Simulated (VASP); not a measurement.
A run of VASP 6.6.1 is set up as follows.

The input INCAR:

```
PREC = Accurate
ENCUT = 520
EDIFF = 1E-6
ISMEAR = -1
SIGMA = 0.05
LREAL = False
LASPH = True
NELM = 100
ALGO = Normal
ISIF = 2
LWAVE = False
LCHARG = False
ISPIN = 2
MAGMOM = 3 3 0 0 0 0
LORBIT = 11
LMAXMIX = 4
METAGGA = R2SCAN
LMIXTAU = True
NBANDS = 37
```

Contents of KPOINTS:

```
regular mesh
0
Gamma
  12 12 4
```

The input POSCAR:

```
CrTe2
1.0
    3.8100000000      0.0000000000      0.0000000000
   -1.9050000000      3.2995567884      0.0000000000
    0.0000000000      0.0000000000     12.2600000000
Cr Te
2 4
Direct
    0.0000000000      0.0000000000      0.0000000000
    0.0000000000      0.0000000000      0.5000000000
    0.3333333333      0.6666666667      0.1265000000
    0.3333333333      0.6666666667      0.6265000000
    0.6666666667      0.3333333333      0.3735000000
    0.6666666667      0.3333333333      0.8735000000
```

Potentials or basis: VASP PAW PBE potentials, release 64 (Cr_pv, Te).

Run with:

```sh
$ cat potpaw_PBE.64/Cr_pv/POTCAR potpaw_PBE.64/Te/POTCAR > POTCAR
$ mpirun -np 1 vasp_std > vasp.out
```

(1) Estimate the largest force.

(2) Estimate the net moment.

(3) What does it give for the site moments?

Answers

(1) 0.004 eV/Å.

(2) 5.11 μB per cell.

(3) Cr +3.04; Te -0.23 μB.

Caveat: the PAW data sets were made with another functional, which shifts forces and pressure a little; only a ferromagnetic start was run, and an antiferromagnetic order may lie lower in energy.
